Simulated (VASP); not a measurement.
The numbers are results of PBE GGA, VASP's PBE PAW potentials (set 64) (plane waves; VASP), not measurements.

A VASP calculation is set up with these files.

### INCAR
```
SYSTEM = GeMo2
PREC = Accurate
ENCUT = 300
EDIFF = 1E-6
NELM = 100
ALGO = Normal
LREAL = .FALSE.
LASPH = .TRUE.
ISMEAR = -1
SIGMA = 0.1
GGA = PE
LMAXMIX = 4
LWAVE = .FALSE.
LCHARG = .FALSE.
ISIF = 2
```

### KPOINTS
```
Automatic mesh
0
Gamma
 3 3 2
```

**POSCAR**
```
GeMo2
1
    4.1188000000     0.0000000000     0.0000000000
    0.0000000000     4.1188000000     0.0000000000
    0.0000000000     0.0000000000     6.2846560000
Mo Ge
4 2
Direct
  0.0000000000   0.0000000000   0.0000000000
  0.5000000000   0.5000000000   0.0000000000
  0.5000000000   0.0000000000   0.2700000000
  0.0000000000   0.5000000000   0.7300000000
  0.5000000000   0.0000000000   0.7000000000
  0.0000000000   0.5000000000   0.3000000000
```

POTCAR, in this order: Mo_sv Ge_d (PBE.64 set). Program: vasp_std.

At this cut-off the stress carries a Pulay error, which pulls relaxed volumes low.

**Question.** Predict the energy per atom (σ→0), pressure, largest force, band gap (on the k-mesh).

**Answer.** 
```yaml
energy per atom (σ→0): -8.585 eV/atom
band gap (on the k-mesh): none (metal, semimetal or under 0.01 eV)
pressure: -5.04 GPa
largest_force: 0.02517 Ry/bohr
```

OSZICAR:
```
...
DAV:   8    -0.516186469151E+02    0.14627E+01   -0.68094E+00   752   0.944E+00    0.217E+00
DAV:   9    -0.516044754998E+02    0.14171E-01   -0.25468E-01   710   0.235E+00    0.107E+00
DAV:  10    -0.516007606811E+02    0.37148E-02   -0.31758E-02   770   0.900E-01    0.553E-01
DAV:  11    -0.515999774381E+02    0.78324E-03   -0.60668E-03   774   0.451E-01    0.709E-02
DAV:  12    -0.515999635092E+02    0.13929E-04   -0.31501E-04   732   0.107E-01    0.246E-02
DAV:  13    -0.515999695271E+02   -0.60178E-05   -0.30830E-05   740   0.330E-02    0.778E-03
DAV:  14    -0.515999704676E+02   -0.94056E-06   -0.18159E-06   496   0.102E-02
   1 F= -.51599970E+02 E0= -.51508606E+02  d E =-.182730E+00
```

The structure was generated: GeMo2 was put into an ordered model structure, which need not be its known phase. The cell was not relaxed at this level. The k-mesh is coarse (spacing up to 0.51 per Å, 2π included), so the numbers may not be converged in it.
